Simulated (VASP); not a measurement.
Pt:

```xyz
1
Lattice="0.0000 1.9600 1.9600 1.9600 0.0000 1.9600 1.9600 1.9600 0.0000" Properties=species:S:1:pos:R:3 pbc="T T T"
Pt    0.0000    0.0000    0.0000
```

The cell was built by a generator and needn't be a form met in nature.

* Program: VASP 6.6.1
* Task: relaxation of cell and atoms
* Functional: LDA
* Potentials or basis: VASP PAW LDA potentials, release 64 (Pt)
* Cutoff: 600 eV
* k mesh: 18 × 18 × 18
* Occupations: methfessel-paxton, width 0.1 eV
* Spin: no spin polarisation

At the start: pressure -5.1 GPa; volume 15.06 Å³/atom.

Q: Where does the relaxation end?

A: Over 6 steps the energy falls by 4.3 meV/atom and the volume is 14.80 Å³/atom (-1.8 %); space group Fm-3m (No. 225, to 0.05 Å).

The path:
```tsv
step	energy change (eV)	largest force (eV/Å)	pressure (GPa)	volume (Å³)
1	0.0000	0.0000	-5.14	15.06
2	0.0381	0.0000	18.97	14.03
3	-0.0043	0.0000	-0.21	14.80
4	-0.0043	0.0000	0.09	14.79
5	-0.0043	0.0000	-0.17	14.80
6	-0.0043	0.0000	-0.02	14.80
```

Final structure:
```
Pt
1.0
     0.00000    1.94849    1.94849
     1.94849    0.00000    1.94849
     1.94849    1.94849    0.00000
Pt
1
Direct
  0.00000 0.00000 0.00000
```
